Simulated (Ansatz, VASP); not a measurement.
# TiTe2: VASP beside Ansatz, part 2 of 2

One calculation is typed for both programs; each brings its own data sets and cutoff. How far apart do they land? The cell is taken from a series of VASP runs on this material, whose earlier steps may have relaxed, scaled or displaced it; both programs get it as it stands.

VASP 6.6.1 and Ansatz 0.2.0.

So far: Set-up; VASP: zone-centre phonons, PBEsol.

## (3) Ansatz: zone-centre phonons, PBEsol

Level of this step: Ansatz beside VASP: Kohn-Sham DFT, plane waves, PBEsol (Ansatz).

Ansatz runs on its default PAW (the set named soft_2) files.

The same cell, functional, mesh and smearing now go to Ansatz, which takes its cutoff from its data sets.

The input, input.yaml:

```yaml
crystal:
  lattice:
    - [3.69775588, 0.0, 0.0]
    - [-1.84887794, 3.2023505292, 0.0]
    - [0.0, 0.0, 6.4250829987]
  atoms:
    - { symbol: Te, position: [0.3333333333, 0.6666666667, 0.731925309] }
    - { symbol: Te, position: [0.6666666667, 0.3333333333, 0.268074691] }
    - { symbol: Ti, position: [0.0, 0.0, 0.0] }
hamiltonian:
  xc: pbesol
  pseudopotentials: { kind: paw }
kpoints:
  mp_grid: { grid: [12, 12, 6] }
scf:
  occupations: { method: methfessel_paxton, width: 0.15 }
phonons:
  method: dfpt
  qpoints: [[0, 0, 0]]
```

Command:

```console
$ ansatz run input.yaml --threads 4 --pin off --max-ram 9216MiB --backend cpu --events-out ev --progress --plain --runs-dir out
```

Numbers of over 12 decimals in the logs are rounded to 6 here.

Log:

```text
Engine: ansatz 0.2.0, aarch64-unknown-linux-gnu
Pseudopotentials: kind: paw
Pseudopotential: Te, paw, valence charge 16, recommended cutoff 420 eV (normal), Te.paw.azcp
Pseudopotential: Ti, paw, valence charge 12, recommended cutoff 420 eV (normal), Ti.paw.azcp
Functional definition: PBEsol
  exchange = pbesol_x
  correlation = pbesol_c
Crystal: 3 atoms, lattice volume = 76.083 Å³
Basis set: ecut = 420 eV, 1485 PW (Γ), exchange–correlation on 50×50×90 points (8 copies of the dense FFT grid, shifted against one another)
Bands: 27, of which v1, the nominal top of the filled ones, is band 22 counted from 1 (21 counted from 0)
Symmetry: 12 space group operations
k-points: 242 of 864 (irreducible under 2 space group operations, time reversal used)
Non-local potential: Te, projectors of the file, l = 0: 2, l = 1: 2, l = 2: 2, l = 3: 2
Non-local potential: Ti, projectors of the file, l = 0: 3, l = 1: 2, l = 2: 3, l = 3: 1
PAW form: soft (Blöchl's): semilocal exchange-correlation on the pseudo side does not see the compensation charge
PAW frozen core: Te, regenerated for the run's functional, and the local potential with it (the file was generated under x = pbe(κ = 0.804, μ = 0.219515), c = pbe(β = 0.066725))
PAW frozen core: Ti, regenerated for the run's functional, and the local potential with it (the file was generated under x = pbe(κ = 0.804, μ = 0.219515), c = pbe(β = 0.066725))
PAW one-centre angular grid: Te, 590 points (default); XC on 64 Gauss nodes
PAW one-centre angular grid: Ti, 590 points (default); XC on 64 Gauss nodes
Initial density: superposition of atomic densities (neutral atoms: chi_scale 0, normalization atom), corrected by the library's trained network
Initial wavefunctions: pseudopotential atomic-orbital guess
Functional: x = pbesol(κ = 0.804, μ = 0.123457), c = pbesol(β = 0.046)
SCF iter   1: F=—  HF=-16279.090704 eV  |F-HF|=—  |Δ(HF+E_count)|=         —  Δρ=6.96e-3  dr2=5.81e-2  ethr=1.77e-3  ⟨swp⟩=5.4  Hψ=28176  notcnv=0
preconditioner: auto → Kerker (q_TF=auto, 2.490 Å⁻¹)  [metal: Δε(μ)=0.008 eV  Ē_g=6.572 eV  σ=0.150 eV  W_gap=0.04  n_scr=22 (ndim 8)  ℏωp=17.0 eV  f_vac=0.009  D(μ)=1.12/eV (n_scr^D=2)]
SCF iter   2: F=—  HF=-16279.084168 eV  |F-HF|=—  |Δ(HF+E_count)|=   6.54e-3  S|Δr|=    0.00e0  Δρ=3.60e-3  dr2=1.65e-2  ethr=1.32e-4  ⟨swp⟩=1.0  Hψ=8471  notcnv=0  defer=1
SCF iter   3: F=—  HF=-16279.082268 eV  |F-HF|=—  |Δ(HF+E_count)|=   1.90e-3  S|Δr|=    0.00e0  Δρ=4.23e-4  dr2=1.93e-4  ethr=3.76e-5  ⟨swp⟩=2.2  Hψ=7984  notcnv=0  defer=1
SCF iter   4: F=—  HF=-16279.082246 eV  |F-HF|=—  |Δ(HF+E_count)|=   2.20e-5  S|Δr|=    0.00e0  Δρ=1.72e-4  dr2=3.25e-5  ethr=4.39e-7  ⟨swp⟩=2.0  Hψ=11533  notcnv=0  defer=1
SCF iter   5: F=—  HF=-16279.082248 eV  |F-HF|=—  |Δ(HF+E_count)|=   1.56e-6  S|Δr|=    0.00e0  Δρ=7.94e-5  dr2=7.32e-6  ethr=7.40e-8  ⟨swp⟩=2.4  Hψ=8451  notcnv=0  defer=1
SCF iter   6: F=—  HF=-16279.082250 eV  |F-HF|=—  |Δ(HF+E_count)|=   1.50e-6  S|Δr|=    0.00e0  Δρ=1.30e-5  dr2=2.23e-7  ethr=1.66e-8  ⟨swp⟩=2.0  Hψ=8478  notcnv=0  defer=1
SCF iter   7: F=—  HF=-16279.082249 eV  |F-HF|=—  |Δ(HF+E_count)|=   6.61e-7  S|Δr|=    0.00e0  Δρ=4.12e-6  dr2=3.27e-8  ethr=5.07e-10  ⟨swp⟩=2.5  Hψ=10319  notcnv=0  defer=1
SCF iter   8: F=—  HF=-16279.082249 eV  |F-HF|=—  |Δ(HF+E_count)|=   3.82e-9  S|Δr|=    0.00e0  Δρ=1.77e-6  dr2=3.54e-9  ethr=7.44e-11  ⟨swp⟩=2.2  Hψ=8932  notcnv=0  defer=1
SCF iter   9: F=—  HF=-16279.082249 eV  |F-HF|=—  |Δ(HF+E_count)|=  4.55e-10  S|Δr|=    0.00e0  Δρ=5.15e-7  dr2=4.83e-10  ethr=8.03e-12  ⟨swp⟩=3.0  Hψ=12540  notcnv=0  defer=1
SCF iter  10: F=—  HF=-16279.082249 eV  |F-HF|=—  |Δ(HF+E_count)|=  1.64e-11  S|Δr|=    0.00e0  Δρ=1.46e-7  dr2=1.42e-11  ethr=1.10e-12  ⟨swp⟩=2.0  Hψ=7933  notcnv=0  defer=1
SCF iter  11: F=-16279.082249 eV  HF=-16279.082249 eV  |F-HF|=3.64e-12  |Δ(HF+E_count)|=  5.46e-12  S|Δr|=    0.00e0  Δρ=5.45e-8  dr2=2.58e-12  ethr=1.00e-12  ⟨swp⟩=6.6  Hψ=26860  notcnv=0
SCF 1 converged in 11 iterations: F = -16279.082249 eV  dr2 = 2.58e-12
  greatest PAW one-centre occupation: 0.999 electrons in one spin orbital (limit 2), on the Ti atom at site 2 (counted from 0), in its partial waves of l = 0
DFPT response loops at Γ: preconditioner auto → Kerker (q_TF=auto, 2.490 Å⁻¹) (partly filled bands, converged f_vac=0.007); β = 1.00, the filter's whole step (`scf.mixing.beta` (0.50) is not read by the response loops under this deck's `scf.mixing.preconditioner`; to damp them name `kerker` or `kerker_dos`, under which they read `scf.mixing.beta`, and type it under 1.00, their step now; both keys bind the ground state too); Broyden in place of MSR1
SCF converged after 11 iterations
Stability not checked: this state was not tested for a lower state beside it, because cold or Methfessel-Paxton smearing, or corrected tetrahedra, fill the levels in a way that the test cannot read (fill_not_monotonic; see scf.lower_state_search)
Free energy (F): -16279.082249 eV
Harris-Foulkes:  -16279.082249 eV  (|F-HF|=3.64e-12)
Internal energy: -16279.083682 eV  (E = F + TS)
E sigma→0 (E₀):  -16279.082607 eV
Entropy (-TS):   0.001433 eV (0.478 meV/atom)
Fermi energy:    11.000642 eV
--- Per-component energies (eV) ---
  E_band       = -636.868223
  E_kinetic    = 635.520392
  E_local      = -3263.502084  (includes V_loc(G=0)·N_el)
  E_nonlocal   = -605.742273
  E_hartree    = 1930.159703
  E_xc         = -344.890824
  E_vxc        = -331.801644  (∫ρ·V_xc dr)
  E_paw        = -10192.420141  (= ΣΔE_a)
  E_vpaw       = -931.661775  (= ΣTr[D̂ρ^β])
  E_aug_tail   = -0.000255  (compensation charges beyond the density's cutoff)
  E_ewald      = -4439.097214
  E_core_change = 0.889015  (= ΣΔE_core)
  E_smearing   = 0.001433  (= −TS)
  E_closure    = 0.000000  (closes the sum)
  Σ components = -16279.082249   (vs F -16279.082249, Δ=0.00e0)
--- Band table (eV; the first three rows and the last of 242) ---
  k-point 0: bands = [... 18 lower, 9.3879, 11.2301, 11.4345, 11.4345, 11.6281, 12.2783, 12.2783, 14.1768, ... 1 higher]
  k-point 1: bands = [... 18 lower, 9.4080, 10.4544, 11.4310, 11.4310, 11.8952, 12.1706, 12.1706, 14.3149, ... 1 higher]
  k-point 2: bands = [... 18 lower, 9.4502, 9.4502, 11.4245, 11.4245, 11.9798, 11.9798, 12.0291, 14.5726, ... 1 higher]
  k-point 241: bands = [... 18 lower, 8.1915, 8.2153, 9.1472, 9.2907, 11.7847, 11.8802, 12.4809, 13.4593, ... 1 higher]
--- Phonons (Γ-DFPT): 4 representative perturbations + reference, on 242 of 864 k-points (Σ response iterations 12) ---
  k mesh reduced under 2 symmetry operations, with k and −k counted as one. Each operation leaves every solved perturbation unchanged. A smaller set is not used because it would not reduce the number of displacements times k-points to solve
  ASR residual: 5.028e-5 → 0.000e0 eV/Å²; symmetrization residual: 8.495e-6 eV/Å²
  ASR residual per site (eV/Å²): 1.38e-6 1.38e-6 5.03e-5
  Γ frequencies (cm⁻¹): 0.00 0.00 0.00 100.95 100.95 146.09 179.77 179.77 281.54
  non-analytic LO–TO correction: not included (Born effective charges unavailable; polar crystals: no LO–TO splitting at Γ)
--- Phonons (arbitrary-q DFPT): 1 explicit q-point ---
  q = [0, 0, 0] (of the zone-centre solve; hermiticity 1.38e-6, symmetrization 2.70e-7): -0.00 -0.00 0.00 100.95 100.95 146.09 179.77 179.77 281.54
  sum rule: each row above includes the acoustic sum rule's correction from the zone centre's row sums; it moved no ω² by more than (0.53 cm⁻¹)²
```

Wall time 1.9 min (4 threads of Arm Neoverse N1, shared host); peak memory 1.8 GiB; 7 min of CPU time.

The column dr2 measures how far the density is from self-consistency, as an energy; F and HF (Harris–Foulkes) agree once it is small.

## (4) Comparison

Known differences besides the potentials themselves: the data sets hold 44 valence electrons in Ansatz (default PAW (the set named soft_2) files) and 24 in VASP; the cutoff is 420 eV in Ansatz and 450 eV in VASP; Ansatz makes its cores anew for this functional, VASP keeps those of its PBE data sets; VASP leaves aspherical gradient terms in its spheres out (LASPH is not set), Ansatz keeps them. Total energies have different zeros and are not compared.

Both answers:

| quantity | Ansatz | VASP | difference |
| --- | --- | --- | --- |
| optical mode 1 to 2 (cm⁻¹) | 101.0 | 101.1 | -0.16 % |
| optical mode 3 (cm⁻¹) | 146.1 | 146.1 | +0.00 % |
| optical mode 4 to 5 (cm⁻¹) | 179.8 | 181.2 | -0.81 % |
| optical mode 6 (cm⁻¹) | 281.5 | 282.6 | -0.37 % |

Modes are paired by rising frequency and degeneracy, not by their patterns, so a pair may still set unlike modes beside each other.

## (5) Summary of results

```json
{
 "r.m.s. difference of the optical zone-centre modes, each program's sorted by frequency (zone-centre phonons, PBEsol)": "0.96 cm⁻¹",
 "difference in optical mode 4 to 5 (zone-centre phonons, PBEsol)": "-0.8 %"
}
```

In words: The r.m.s. difference of the optical zone-centre modes, each program's sorted by frequency is 0.96 cm⁻¹ (zone-centre phonons, PBEsol). Among the rows given in per cent, the largest difference of the zone-centre phonons, PBEsol pair is in optical mode 4 to 5, -0.8 %. Such differences can come from data sets, numerical settings and the points named under the comparisons, not from the functional's error against experiment.

[Lines on the potential files, build, host, timing and source positions are cut from VASP's logs without a mark.]

[Logs are printed without paths, hosts, clocks, repeated set-up lines and the standing remarks that a program may print on its own settings, such as how far it seeks lower states.]

[Hosts, paths, dates, database ids (printed as entryN), source tags and the programs' standing remarks are cut or masked in the printed files.]
